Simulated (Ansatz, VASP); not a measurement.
# Cu: VASP beside Ansatz

One calculation is typed for both programs; each brings its own data sets. How far apart do they land? Of the first pair: The structure shown is frame 250 of Ansatz's trajectory.

Method: plane waves, with VASP 6.6.1 beside it; single point at PBE with D3(BJ), in Ansatz 0.2.0.

**1. The structure**

The cell holds 48 atoms: 48 Cu. Its edges and angles: a = 8.495 Å, b = 8.495 Å, c = 8.495 Å, α = 90.0°, β = 90.0°, γ = 90.0°. As first built, before any earlier steps moved the atoms (in the runner's words): 48 atoms (48 Cu) placed at random at 8 g/cm^3, melted at 2023 K for 5 ps at fixed volume with the EAM Cu potential (Mishin et al., Phys. Rev. B 63, 224106 (2001)). Snapshot at the end of a hold of 8 ps at 1423 K and fixed volume.

**2. Ansatz: dynamics, PBE with D3(BJ)**

Ansatz runs on its default PAW (the set named soft_2) files.

One frame of this run of dynamics is then solved in both programs, so the motion causes no difference.

The input, input.yaml:

```yaml
crystal:
  lattice:
    - [8.5873, 0.0, 0.0]
    - [0.0, 8.5873, 0.0]
    - [0.0, 0.0, 8.5873]
  atoms:
    - { symbol: Cu, position: [0.24157, 0.29336, 0.77881] }
    - { symbol: Cu, position: [0.19379, 0.52216, 0.93959] }
    - { symbol: Cu, position: [0.2156, 0.00881, 0.55635] }
    - { symbol: Cu, position: [0.93713, 0.72263, 0.92035] }
    - { symbol: Cu, position: [0.71632, 0.51252, 0.99487] }
    - { symbol: Cu, position: [0.22129, 0.01366, 0.90745] }
    - { symbol: Cu, position: [0.70268, 0.5447, 0.55337] }
    - { symbol: Cu, position: [0.97781, 0.26777, 0.84791] }
    - { symbol: Cu, position: [0.96729, 0.98406, 0.44906] }
    - { symbol: Cu, position: [0.93792, 0.04159, 0.06831] }
    - { symbol: Cu, position: [0.75733, 0.09075, 0.56943] }
    - { symbol: Cu, position: [0.18915, 0.56446, 0.26237] }
    - { symbol: Cu, position: [0.46275, 0.05773, 0.42597] }
    - { symbol: Cu, position: [0.95138, 0.52664, 0.41391] }
    - { symbol: Cu, position: [0.71645, 0.32044, 0.39238] }
    - { symbol: Cu, position: [0.39476, 0.7843, 0.55384] }
    - { symbol: Cu, position: [0.67406, 0.82183, 0.42818] }
    - { symbol: Cu, position: [0.44083, 0.01949, 0.08364] }
    - { symbol: Cu, position: [0.16852, 0.75921, 0.77959] }
    - { symbol: Cu, position: [0.43967, 0.76788, 0.90089] }
    - { symbol: Cu, position: [0.46748, 0.53152, 0.78847] }
    - { symbol: Cu, position: [0.70626, 0.24763, 0.09043] }
    - { symbol: Cu, position: [0.7109, 0.98581, 0.23226] }
    - { symbol: Cu, position: [0.66318, 0.02572, 0.88817] }
    - { symbol: Cu, position: [0.45627, 0.26764, 0.93462] }
    - { symbol: Cu, position: [0.42944, 0.791, 0.25902] }
    - { symbol: Cu, position: [0.96756, 0.24707, 0.28739] }
    - { symbol: Cu, position: [0.23502, 0.2365, 0.09224] }
    - { symbol: Cu, position: [0.23135, 0.01227, 0.25496] }
    - { symbol: Cu, position: [0.46776, 0.06941, 0.72237] }
    - { symbol: Cu, position: [0.19532, 0.50952, 0.57873] }
    - { symbol: Cu, position: [0.97611, 0.99426, 0.73014] }
    - { symbol: Cu, position: [0.43566, 0.53199, 0.40742] }
    - { symbol: Cu, position: [0.70313, 0.32024, 0.80743] }
    - { symbol: Cu, position: [0.92185, 0.76304, 0.24262] }
    - { symbol: Cu, position: [0.47532, 0.28142, 0.2766] }
    - { symbol: Cu, position: [0.44578, 0.53203, 0.08514] }
    - { symbol: Cu, position: [0.66871, 0.7885, 0.04653] }
    - { symbol: Cu, position: [0.17767, 0.77526, 0.0801] }
    - { symbol: Cu, position: [0.23474, 0.28925, 0.37484] }
    - { symbol: Cu, position: [0.63742, 0.81491, 0.70329] }
    - { symbol: Cu, position: [0.15395, 0.78565, 0.39283] }
    - { symbol: Cu, position: [0.67544, 0.59769, 0.25889] }
    - { symbol: Cu, position: [0.96333, 0.48812, 0.09246] }
    - { symbol: Cu, position: [0.04211, 0.22186, 0.57907] }
    - { symbol: Cu, position: [0.89015, 0.73988, 0.59759] }
    - { symbol: Cu, position: [0.49846, 0.27354, 0.5719] }
    - { symbol: Cu, position: [0.93398, 0.49564, 0.70514] }
kpoints:
  mp_grid: { grid: [1, 1, 1] }
hamiltonian:
  xc: pbe
  dispersion: d3bj
scf:
  occupations: { method: fermi_dirac, width: 0.123 }
output:
  forces: true
  stress: true
md:
  timestep: 4.0
  n_steps: 750
  ensemble: npt_langevin
  temperature: 1423
  initial_velocities: maxwell_boltzmann
  seed: 7
  pressure: 0
```

On the command line:

```bash
ansatz run input.yaml --threads 4 --pin off --max-ram 15360MiB --backend cpu --events-out ev --progress --plain --runs-dir out
```

Numbers of over 12 decimals in the logs are rounded to 6 here.

What it wrote:

```text
Warning: md: disabling space-group detection — thermal motion breaks the input geometry's symmetry, so no spatial operation reduces the k-mesh or symmetrises the density; time reversal is kept, so that k and −k are solved as one point where they differ and the mesh holds both, and exact exchange and, on two spinor components, a DFT+U term hold to it where the run has them: on two components no moment then forms, and  [...]
band count auto-derived: 551 (N_el = 912.0; filled up to band 456; 548 by the electrons, moments and atoms)
Engine: ansatz 0.2.0, aarch64-unknown-linux-gnu
Pseudopotentials: kind: paw
Pseudopotential: Cu, paw, valence charge 19, recommended cutoff 420 eV (normal), Cu.paw.azcp
Functional definition: PBE
  parameter kappa = 0.804
  parameter beta = 0.066725
  exchange = pbe_x(kappa = kappa, mu = beta*pi^2/3)
  correlation = pbe_c(beta = beta)
Crystal: 48 atoms, lattice volume = 633.242 Å³
Basis set: ecut = 420 eV (smoothed over ±4.6 %; plane waves to 443.8 eV, density to 1775.3 eV), 13397 PW (Γ), exchange–correlation on 120×120×120 points (8 copies of the dense FFT grid, shifted against one another)
Bands: 551, of which v1, the nominal top of the filled ones, is band 456 counted from 1 (455 counted from 0)
Symmetry: 1 space group operations
k-points: 1
Non-local potential: Cu, projectors of the file, l = 0: 3, l = 1: 2, l = 2: 3, l = 3: 1
PAW form: soft (Blöchl's): semilocal exchange-correlation on the pseudo side does not see the compensation charge
PAW one-centre angular grid: Cu, 590 points (default); XC on 64 Gauss nodes
Initial density: superposition of atomic densities (neutral atoms: chi_scale 0, normalization atom), corrected by the library's trained network
Initial wavefunctions: pseudopotential atomic-orbital guess
Functional: x = pbe(κ = 0.804, μ = 0.219515), c = pbe(β = 0.066725)
SCF iter   1: F=—  HF=-318026.151172 eV  |F-HF|=—  |Δ(HF+E_count)|=         —  Δρ=8.99e-3  dr2=4.69e-1  ethr=1.77e-3  ⟨swp⟩=5.0  Hψ=1633  notcnv=0  defer=73
preconditioner: auto → Kerker (q_TF=auto, 2.899 Å⁻¹)  [metal: Δε(μ)=0.094 eV  Ē_g=9.616 eV  σ=0.123 eV  W_gap=0.19  n_scr=250 (ndim 8)  ℏωp=33.9 eV  f_vac=0.001  D(μ)=24.26/eV (n_scr^D=178)]
SCF iter   2: F=—  HF=-318026.088541 eV  |F-HF|=—  |Δ(HF+E_count)|=   6.26e-2  Δρ=3.16e-3  dr2=1.16e-1  ethr=5.15e-5  ⟨swp⟩=2.0  Hψ=1090  notcnv=0  defer=73
SCF iter   3: F=—  HF=-318026.071930 eV  |F-HF|=—  |Δ(HF+E_count)|=   1.66e-2  Δρ=1.91e-3  dr2=5.10e-2  ethr=1.27e-5  ⟨swp⟩=1.0  Hψ=478  notcnv=0  defer=73
SCF iter   4: F=—  HF=-318026.066618 eV  |F-HF|=—  |Δ(HF+E_count)|=   5.31e-3  Δρ=5.59e-4  dr2=7.14e-3  ethr=5.59e-6  ⟨swp⟩=3.0  Hψ=751  notcnv=0  defer=73
SCF iter   5: F=—  HF=-318026.066137 eV  |F-HF|=—  |Δ(HF+E_count)|=   4.81e-4  Δρ=3.34e-4  dr2=1.31e-3  ethr=7.83e-7  ⟨swp⟩=2.0  Hψ=722  notcnv=0  defer=73
SCF iter   6: F=—  HF=-318026.065977 eV  |F-HF|=—  |Δ(HF+E_count)|=   1.60e-4  Δρ=1.71e-4  dr2=3.04e-4  ethr=1.44e-7  ⟨swp⟩=2.0  Hψ=908  notcnv=0  defer=73
SCF iter   7: F=—  HF=-318026.065916 eV  |F-HF|=—  |Δ(HF+E_count)|=   6.06e-5  Δρ=6.11e-5  dr2=5.78e-5  ethr=3.33e-8  ⟨swp⟩=2.0  Hψ=907  notcnv=0  defer=73
SCF iter   8: F=—  HF=-318026.066074 eV  |F-HF|=—  |Δ(HF+E_count)|=   1.58e-4  Δρ=4.00e-5  dr2=1.54e-5  ethr=6.33e-9  ⟨swp⟩=2.0  Hψ=908  notcnv=0  defer=73
SCF iter   9: F=—  HF=-318026.066072 eV  |F-HF|=—  |Δ(HF+E_count)|=   1.63e-6  Δρ=1.87e-5  dr2=2.88e-6  ethr=1.69e-9  ⟨swp⟩=2.0  Hψ=907  notcnv=0  defer=73
SCF iter  10: F=—  HF=-318026.066072 eV  |F-HF|=—  |Δ(HF+E_count)|=   2.19e-7  Δρ=8.04e-6  dr2=7.22e-7  ethr=3.15e-10  ⟨swp⟩=2.0  Hψ=923  notcnv=0  defer=73
SCF iter  11: F=—  HF=-318026.066072 eV  |F-HF|=—  |Δ(HF+E_count)|=   9.13e-8  Δρ=4.05e-6  dr2=1.36e-7  ethr=7.91e-11  ⟨swp⟩=2.0  Hψ=908  notcnv=0  defer=73
SCF iter  12: F=-318026.066072 eV  HF=-318026.066072 eV  |F-HF|=2.12e-8  |Δ(HF+E_count)|=   1.90e-8  Δρ=1.70e-6  dr2=2.54e-8  ethr=5.26e-12  ⟨swp⟩=3.0  Hψ=1475  notcnv=0
SCF 1 converged in 12 iterations: F = -318026.066072 eV  dr2 = 2.54e-8
  greatest PAW one-centre occupation: 1.000 electrons in one spin orbital (limit 2), on the Cu atom at site 9 (counted from 0), in its partial waves of l = 0
md step     0: t =     0.00 fs  T =  1393.4 K  F+E_penalty+E_count = -318026.06607202 eV  E_kin = 8.645038 eV  conserved = -318018.21206765 eV  P_inst = -6.9306 GPa  V = 633.2423 Å³  selection 1  (12 SCF iters)
[...]
md step   742: t =  2968.00 fs  T =  1455.7 K  F+E_penalty+E_count = -318027.66592050 eV  E_kin = 9.031769 eV  conserved = -318018.19707678 eV  P_inst = -2.7638 GPa  V = 605.5429 Å³  selection 2  (9 SCF iters)
[...]
md step   744: t =  2976.00 fs  T =  1445.1 K  F+E_penalty+E_count = -318027.53784053 eV  E_kin = 8.966002 eV  conserved = -318018.19399005 eV  P_inst = -2.6631 GPa  V = 605.3771 Å³  selection 2  (9 SCF iters)
[...]
md step   746: t =  2984.00 fs  T =  1651.8 K  F+E_penalty+E_count = -318027.42866208 eV  E_kin = 10.248320 eV  conserved = -318018.19897639 eV  P_inst = -2.4093 GPa  V = 605.4272 Å³  selection 2  (9 SCF iters)
[...]
md step   748: t =  2992.00 fs  T =  1689.5 K  F+E_penalty+E_count = -318027.30087738 eV  E_kin = 10.482500 eV  conserved = -318018.19737784 eV  P_inst = -2.3367 GPa  V = 605.6367 Å³  selection 2  (9 SCF iters)
[...]
md step   750: t =  3000.00 fs  T =  1727.1 K  F+E_penalty+E_count = -318027.14377380 eV  E_kin = 10.715963 eV  conserved = -318018.20327813 eV  P_inst = -2.1422 GPa  V = 605.7265 Å³  selection 2  (11 SCF iters)
Basis set: ecut = 420 eV, 11753 PW (Γ), exchange–correlation on 120×120×120 points (8 copies of the dense FFT grid, shifted against one another)
Initial wavefunctions: pseudopotential atomic-orbital guess (no wavefunctions were taken with the density)
iter 1 solved again at ethr=6.11e-9 eV; its pass at ethr=3.10e-3 eV (dr2=5.57e-5 eV) is discarded
SCF iter   1: F=—  HF=-318027.139224 eV  |F-HF|=—  |Δ(HF+E_count)|=         —  Δρ=2.68e-5  dr2=6.19e-7  ethr=6.11e-9  ⟨swp⟩=4.0  Hψ=3266  notcnv=0
preconditioner: auto → Kerker (q_TF=auto, 2.921 Å⁻¹)  [metal: Δε(μ)=0.097 eV  Ē_g=9.911 eV  σ=0.123 eV  W_gap=0.19  n_scr=250 (ndim 8)  ℏωp=34.7 eV  f_vac=0.000  D(μ)=25.65/eV (n_scr^D=202)]
SCF iter   2: F=—  HF=-318027.139210 eV  |F-HF|=—  |Δ(HF+E_count)|=   1.35e-5  Δρ=2.53e-5  dr2=2.11e-6  ethr=6.78e-11  ⟨swp⟩=2.0  Hψ=1010  notcnv=0
SCF iter   3: F=—  HF=-318027.139210 eV  |F-HF|=—  |Δ(HF+E_count)|=   2.56e-9  Δρ=8.67e-6  dr2=2.48e-7  ethr=6.78e-11  ⟨swp⟩=2.0  Hψ=643  notcnv=0
SCF iter   4: F=—  HF=-318027.139210 eV  |F-HF|=—  |Δ(HF+E_count)|=   7.92e-8  Δρ=8.60e-7  dr2=5.01e-9  ethr=2.72e-11  ⟨swp⟩=2.0  Hψ=817  notcnv=0
iter 5 did not close the SCF: its close was put off for the readings that it lacked (scf_convergence_deferred on its scf_iter line)
SCF iter   5: F=-318027.139210 eV  HF=-318027.139210 eV  |F-HF|=2.33e-9  |Δ(HF+E_count)|=   9.55e-9  Δρ=5.66e-7  dr2=1.73e-9  ethr=1.00e-12  ⟨swp⟩=2.0  Hψ=1008  notcnv=0
SCF iter   6: F=-318027.139210 eV  HF=-318027.139210 eV  |F-HF|=1.51e-9  |Δ(HF+E_count)|=  5.82e-11  Δρ=3.95e-7  dr2=1.06e-9  ethr=1.00e-12  ⟨swp⟩=1.0  Hψ=1521  notcnv=0
SCF 752 converged in 6 iterations: F = -318027.139210 eV  dr2 = 1.06e-9
SCF converged after 6 iterations
Free energy (F): -318027.139210 eV
Harris-Foulkes:  -318027.139210 eV  (|F-HF|=1.51e-9)
Internal energy: -318025.912300 eV  (E = F + TS)
E sigma→0 (E₀):  -318026.525755 eV
Entropy (-TS):   -1.226910 eV (-25.561 meV/atom)
Fermi energy:    14.971033 eV
--- Per-component energies (eV) ---
  E_band       = -18360.555112
  E_kinetic    = 14402.049222
  E_local      = -205322.891696  (includes V_loc(G=0)·N_el)
  E_nonlocal   = 18796.182732
  E_hartree    = 90555.751137
  E_xc         = -4282.433254
  E_vxc        = -5525.167775  (∫ρ·V_xc dr)
  E_paw        = -79890.922289  (= ΣΔE_a)
  E_vpaw       = -21822.244756  (= ΣTr[D̂ρ^β])
  E_aug_tail   = 0.013839  (compensation charges beyond the density's cutoff)
  E_ewald      = -152257.513387
  E_disp       = -26.148604  (pairwise vdW)
  E_smearing   = -1.226910  (= −TS)
  E_closure    = 0.000000  (closes the sum)
  Σ components = -318027.139210   (vs F -318027.139210, Δ=0.00e0)
--- Forces (eV/Å), atoms counted from 1 ---
  atom   1  Cu     0.11801598     0.61845106    -0.06640011
  atom   2  Cu    -1.46379123    -0.64191441     0.01246840
  atom   3  Cu     0.84021599    -0.51435131     0.75438494
  atom   4  Cu     1.62163358     0.42924690    -0.19221563
  atom   5  Cu     2.29193931    -0.97302767    -1.84196271
  atom   6  Cu     0.24411785     0.63854069     0.92345825
  atom   7  Cu    -0.40181717    -0.52203338    -0.13311975
  atom   8  Cu    -0.47484168     0.38969551     0.00491500
  atom   9  Cu     0.41898973     0.29520346    -0.14930535
  atom  10  Cu     0.34573840    -0.68953113    -0.66820821
  atom  11  Cu    -1.27441613     0.66809769     0.45033897
  atom  12  Cu    -0.49696104     0.52078286     0.13354819
  atom  13  Cu    -1.73853839     1.21725372     1.86306633
  atom  14  Cu     1.06904279    -0.04654160    -0.10419098
  atom  15  Cu     0.33391543    -0.11412870    -1.56646449
  atom  16  Cu    -1.13415061     1.09348051    -1.58224887
  atom  17  Cu    -1.91028088     0.31699535    -0.43611672
  atom  18  Cu    -0.76064797     0.87373128    -0.80850328
  atom  19  Cu    -0.43735143    -0.34682547    -0.98792971
  atom  20  Cu    -0.24299072     0.39672196    -0.28124031
  atom  21  Cu    -0.41613040    -1.29247048    -0.05583479
  atom  22  Cu     1.20384781     0.58917201     0.26337034
  atom  23  Cu     1.90573113     0.32562258     0.09598719
  atom  24  Cu    -0.68695026    -0.52788955    -0.85971347
[...]
atom  41  Cu     1.32068998    -0.11254758     0.87323851
  atom  42  Cu     2.00517125     0.22128525    -0.25092791
  atom  43  Cu     1.08926973    -0.11342867     0.14337715
  atom  44  Cu    -0.55427825     0.50365392    -0.08767885
  atom  45  Cu     0.57082753     0.17346530     0.90776112
  atom  46  Cu    -0.45281230    -0.83201929     1.12174920
  atom  47  Cu    -1.98985130     0.19505131     0.68815991
  atom  48  Cu     0.31389908    -0.31220996    -0.39252926
  max |Σ_I F_I| component: 1.24e-6 eV/Å
--- Stress (GPa, compression-positive) ---
       -2.173804       0.407161      -2.568777
        0.407161      -3.557148      -1.398511
       -2.568777      -1.398511      -6.319722
  P = ⅓ Tr σ = -4.0169 GPa (-40.169 kbar)
--- MD trajectory: 750 steps, t = 0.0 → 3000.0 fs ---
  final state: T = 1727.1 K   F+E_penalty+E_count = -318027.14377380 eV   E_kin = 10.715963 eV
  conserved energy: peak-to-peak 4.591e-2 eV (9.565e-4 eV/atom) at the most on one of 2 selections of grids, which stood over 2064.0 fs
  cell: V = 605.7265 Å³ at the end; means of 751 rows, the approach among them: V = 596.8544 Å³, P_inst = -0.4930 GPa
  mean static stress (GPa): xx -1.3376  yy -0.8659  zz -3.9029  yz 0.0764  xz 0.1482  xy -0.0318
  the result is of one more SCF, on plane waves selected at the last cell: its energy does not rank with the rows'
```

**3. VASP: single point, PBE with D3(BJ), pair 1**

The same cell, functional, mesh and smearing now go to VASP, with its own data sets.

Lines of VASP's logs that name or quote its potential files are left out, and so is its time.

The input, INCAR:

```
SYSTEM = Cu
PREC = Accurate
ENCUT = 520
EDIFF = 1E-06
NELM = 120
ISMEAR = -1
SIGMA = 0.123
LREAL = Auto
ALGO = Normal
GGA = PE
IVDW = 12
NBANDS = 312
LASPH = .TRUE.
LORBIT = 11
LWAVE = .FALSE.
LCHARG = .FALSE.
ISIF = 2
GGA_COMPAT = .FALSE.
NCORE = 2
```

The input, POSCAR:

```
Cu
1.0
    8.4945390000      0.0000000000      0.0000000000
    0.0000000000      8.4945390000      0.0000000000
    0.0000000000      0.0000000000      8.4945390000
Cu
48
Direct
    0.1933477497      0.3165798638      0.7247479822
    0.1870024965      0.5806671792      0.8949043615
    0.2676425407      0.0653831832      0.5671290696
    0.9266306270      0.7222875779      0.8659563515
    0.7045585405      0.5331778452      0.9157765948
    0.1855898242      0.0316203151      0.8723957827
    0.6747864716      0.5588413921      0.5415126118
    0.9563791514      0.2140787157      0.8907252059
    0.9740140106      0.9851623496      0.4084741974
    0.9845855084      0.9889811560      0.0528692611
    0.7220168157      0.0477130071      0.5680355344
    0.2091343627      0.4972017905      0.1794446997
    0.5033822318      0.9968450318      0.3643517323
    0.9376730156      0.4861476297      0.3786903562
    0.6709487119      0.3031123879      0.3861422027
    0.4638274072      0.7714014851      0.5353674873
    0.7444547609      0.7960761614      0.4125827193
    0.4936230206      0.0307844840      0.0625342941
    0.2391418769      0.7735204936      0.7082079440
    0.5184389641      0.7251953284      0.9491392058
    0.4615318147      0.5266795526      0.6816614769
    0.7507293804      0.2651115028      0.0831239930
    0.7437013356      0.0429877360      0.2642050381
    0.7244536755      0.0527279938      0.8681224490
    0.4924222492      0.2565295186      0.8684403003
    0.4925164273      0.7502467173      0.2440509132
    0.9826901731      0.2073802946      0.2487127318
    0.2103233619      0.2545870941      0.0445227222
    0.2286645573      0.0453820978      0.2473118318
    0.4330429232      0.9653777562      0.7646912917
    0.2511025024      0.5880719366      0.5060074478
    0.9379908668      0.9837261328      0.6960001008
    0.4522434943      0.5128118195      0.3642928710
    0.6728675918      0.3253619767      0.6879243241
    0.9604641288      0.7221227662      0.1991397061
    0.4202935557      0.2382825013      0.2502078100
    0.4561872045      0.4702903830      0.0496789761
    0.7200743913      0.8539721814      0.0627344227
    0.2105705795      0.8237174495      0.0318910773
    0.1702034684      0.3447391318      0.4219299011
    0.6742684918      0.7691412094      0.7427360096
    0.1665658372      0.8026215431      0.3639632474
    0.7002852068      0.5682474352      0.1806690157
    0.9651141751      0.4841463439      0.0103831415
    0.9063045093      0.2412608854      0.5208051903
    0.9668446987      0.7384979927      0.5802198330
    0.4335373585      0.2677720357      0.5378985252
    0.9244527572      0.4641217140      0.7004617908
```

The input, KPOINTS:

```
Automatic mesh
0
Gamma
1 1 1
0 0 0
```

Potentials, in the order of the species: Cu (PBE family, release 64).

On the command line:

```bash
mpirun -np 8 vasp_gam
```

What it wrote:

```text
[banner, memory and clock lines left out]
running    8 mpi-ranks, on    1 nodes
[...]
LDA part: xc-table for (Slater+PW92), standard interpolation
 POSCAR, INCAR and KPOINTS ok, starting setup
[...]
entering main loop
       N       E                     dE             d eps       ncg     rms          rms(c)
DAV:   1     0.705422195281E+04    0.70542E+04   -0.22889E+05   624   0.347E+03
DAV:   2     0.139047107719E+04   -0.56638E+04   -0.55035E+04   624   0.798E+02
DAV:   3    -0.287393354841E+02   -0.14192E+04   -0.13311E+04   624   0.340E+02
DAV:   4    -0.202119797863E+03   -0.17338E+03   -0.15850E+03   656   0.150E+02
[...]
DAV:  19    -0.171808966302E+03   -0.50532E-05   -0.54186E-05   712   0.525E-02    0.135E-02
DAV:  20    -0.171808964903E+03    0.13986E-05   -0.83248E-06   656   0.296E-02    0.564E-03
DAV:  21    -0.171808965370E+03   -0.46735E-06   -0.67452E-06   608   0.213E-02
   1 F= -.19763418E+03 E0= -.19701308E+03  d E =-.124219E+01
```

Parts of OUTCAR (step 3):

```text
 Edisp (eV)  -25.82521

  Total     -12.27430   -11.34673   -26.04386     3.65857    -6.00303    -6.59577
  in kB     -32.08396   -29.65937   -68.07638     9.56318   -15.69141   -17.24076
  external pressure =      -43.27 kB  Pullay stress =        0.00 kB

 POSITION                                       TOTAL-FORCE (eV/Angst)
 -----------------------------------------------------------------------------------
      1.64240      2.68920      6.15640         0.139177      0.037154      0.240415
      1.58850      4.93250      7.60180         0.952629     -0.965337     -0.340574
      2.27350      0.55540      4.81750        -1.540373     -1.065099     -0.532917
      7.87130      6.13550      7.35590         0.592052      0.772623      0.475049
      5.98490      4.52910      7.77910         0.312080     -1.244947     -1.612653
      1.57650      0.26860      7.41060         0.260549      1.009557     -1.453996
      5.73200      4.74710      4.59990         2.086427      0.240946     -1.211199
      8.12400      1.81850      7.56630         0.159104      0.843368     -0.795428
      8.27380      8.36850      3.46980         0.339485     -0.425154      0.357908
      8.36360      8.40094      0.44910        -0.884126     -0.295453      0.748664
      6.13320      0.40530      4.82520        -2.400210     -0.125933     -0.429511
      1.77650      4.22350      1.52430        -0.447583      1.121320      0.737467
      4.27600      8.46774      3.09500        -1.083771      0.396714      1.027935
      7.96510      4.12960      3.21680        -0.544008      0.885818     -0.325413
[...]
-----------------------------------------------------------------------------------
    total drift:                               -0.000964      0.002926      0.002961

  FREE ENERGIE OF THE ION-ELECTRON SYSTEM (eV)
  ---------------------------------------------------
  free  energy   TOTEN  =      -197.6341750939 eV

  energy  without entropy=     -196.3919856177  energy(sigma->0) =     -197.01308036

[... 3 further parts left out ...]
[key lines of the parts left out:]
E-fermi :   6.2804
```

The gap is under twice the smearing width, so the edge states are partly filled and the run can't tell a small gap from a semimetal.

(Continued in part 2 of 2.)

[Lines on the potential files, build, host, timing and source positions are cut from VASP's logs without a mark.]

[Logs are printed without paths, hosts, clocks, repeated set-up lines and the standing remarks that a program may print on its own settings, such as how far it seeks lower states.]

[Hosts, paths, dates, database ids (printed as entryN), source tags and the programs' standing remarks are cut or masked in the printed files.]
